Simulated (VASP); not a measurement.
# LuAl3N4: relaxation of cell and atoms with PBE

LuAl3N4:

```
Lu Al N
1.0
     3.35000    0.00000    0.00000
    -1.67500    2.90119    0.00000
     0.00000    0.00000   10.40000
Lu Al N
1 3 4
Direct
  0.00000 0.00000 0.86100
  0.33333 0.66667 0.66800
  0.33333 0.66667 0.18750
  0.66667 0.33333 0.42800
  0.33333 0.66667 0.48100
  0.33333 0.66667 0.00000
  0.66667 0.33333 0.24000
  0.66667 0.33333 0.72100
```

The cell was built by a generator and needn't be a form met in nature.

- Program: VASP 6.6.1
- Task: relaxation of cell and atoms
- Functional: PBE
- Potentials or basis: VASP PAW PBE potentials, release 64 (Lu, Al, N)
- Cutoff: 520 eV
- k mesh: 5 × 5 × 2
- Occupations: gaussian, width 0.15 eV
- Spin: no spin polarisation
- Further INCAR settings: PREC = Normal; ALGO = Fast; EDIFF = 0.0001; IBRION = 2; EDIFFG = -0.08; NSW = 24; ISIF = 3

The relaxed volume is 11.65 Å³/atom, the relaxed cell is a = 3.201 Å, b = 3.201 Å, c = 10.505 Å, α = 90.00°, β = 90.00°, γ = 120.00° and the space group after relaxing (to 0.05 Å) is P3m1 (No. 156). The energy gained by relaxing is 340.9 meV/atom and the ionic steps are 18. The pressure after relaxing is 0.9 GPa. The largest force after relaxing is 0.080 eV/Å and the band gap on the k mesh is 3.02 eV, direct.

Forces on the atoms (eV/Å):
```
Lu   0.000  0.000  0.017
Al   0.000  0.000  0.025
Al   0.000  0.000 -0.016
Al   0.000  0.000 -0.017
N    0.000  0.000 -0.080
N    0.000  0.000  0.047
N    0.000  0.000  0.066
N    0.000  0.000 -0.043
```

Stress tensor (GPa, compression positive):
```
1.02 0.00 0.00
0.00 1.02 0.00
0.00 0.00 0.80
```

The path:
```tsv
step	energy change (eV)	largest force (eV/Å)	pressure (GPa)	volume (Å³)
1	0.0000	6.6104	-14.21	101.08
2	368.2793	6.0698	28.05	85.54
3	6.6805	3.1785	-552.75	92.73
4	-1.8458	4.6409	17.84	86.08
5	-1.9514	4.1340	16.22	86.75
6	-2.1117	3.3773	11.90	89.71
7	-2.1434	4.1070	6.87	93.79
8	-2.5405	2.0342	3.66	91.68
9	-2.6250	1.4085	6.35	94.70
10	-2.6160	1.5059	-3.13	94.84
11	-2.6211	1.4444	-2.83	94.76
12	-2.6552	1.3941	2.04	92.34
13	-2.7001	0.4889	-0.01	93.35
14	-2.7171	0.2814	-0.24	93.15
15	-2.7235	0.2941	1.01	92.87
16	-2.7240	0.2504	0.50	92.92
17	-2.7266	0.1145	0.20	93.32
18	-2.7270	0.0796	0.94	93.22
```

Final structure:
```yaml
crystal:
  lattice:
    - [3.20108, 0.00000, 0.00000]
    - [-1.60054, 2.77222, 0.00000]
    - [0.00000, 0.00000, 10.50468]
  atoms:
    - { symbol: Lu, position: [0.00000, 0.00000, 0.90203] }
    - { symbol: Al, position: [0.33333, 0.66667, 0.65444] }
    - { symbol: Al, position: [0.33333, 0.66667, 0.17801] }
    - { symbol: Al, position: [0.66667, 0.33333, 0.41661] }
    - { symbol: N, position: [0.33333, 0.66667, 0.47637] }
    - { symbol: N, position: [0.33333, 0.66667, 0.00016] }
    - { symbol: N, position: [0.66667, 0.33333, 0.23772] }
    - { symbol: N, position: [0.66667, 0.33333, 0.72116] }
```

Levels at points of the mesh, in eV from the valence-band top:
| k point | band 25 | band 26 | band 27 | band 28 | band 29 | band 30 |
| --- | --- | --- | --- | --- | --- | --- |
| (0.00, 0.00, 0.00) | -0.52 | -0.18 | -0.18 | 3.04 | 4.37 | 5.47 |
| (0.00, 0.00, 0.50) | -0.48 | -0.20 | -0.20 | 3.29 | 4.55 | 5.03 |

Run time: 2.5 min on 4 MPI ranks on Intel(R) Xeon(R) 6975P-C (Granite Rapids), on a shared host, peak memory 0.19 GiB a rank.

Caveat: the k mesh is coarse (spacing up to 0.43 Å⁻¹), so the values aren't converged; spin-orbit coupling is left out, which moves the levels of the heavy elements; an odd mesh through Γ misses points on the zone boundary, where band edges often lie; the relaxation stopped at a loose force limit of 0.08 eV/Å, so its end isn't a converged minimum. As with any semilocal functional, this PBE gap is likely too small.
